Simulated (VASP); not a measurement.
Input:

```xyz
1
Lattice="0.0000 2.0521 2.0521 2.0521 0.0000 2.0521 2.0521 2.0521 0.0000" Properties=species:S:1:pos:R:3 pbc="T T T"
Au     0.0000     0.0000     0.0000
```

The numbers are results of PBE GGA with D4 dispersion, VASP's PBE PAW potentials (set 64) (plane waves; VASP), not measurements. Numerical set-up: 520 eV cut-off, Gaussian smearing of 0.050 eV, potentials Au.

### Question
Give the energies of bands 1 to 7 at the high-symmetry points, in eV from the Fermi level.

### Answer

```csv
band,Γ,X,U,L,W
1,-9.75,-6.98,-6.39,-7.23,-5.90
2,-4.67,-6.67,-5.78,-4.70,-5.12
3,-4.67,-2.06,-3.82,-4.70,-5.12
4,-4.67,-1.70,-2.91,-2.02,-3.33
5,-3.19,-1.70,-2.14,-2.02,-1.70
6,-3.19,1.01,3.76,-0.94,4.60
7,14.49,5.61,4.59,2.95,6.21
```

It has no gap at this level: it comes out as a metal or semimetal.

The compound is Au in the fcc structure. It was relaxed first.
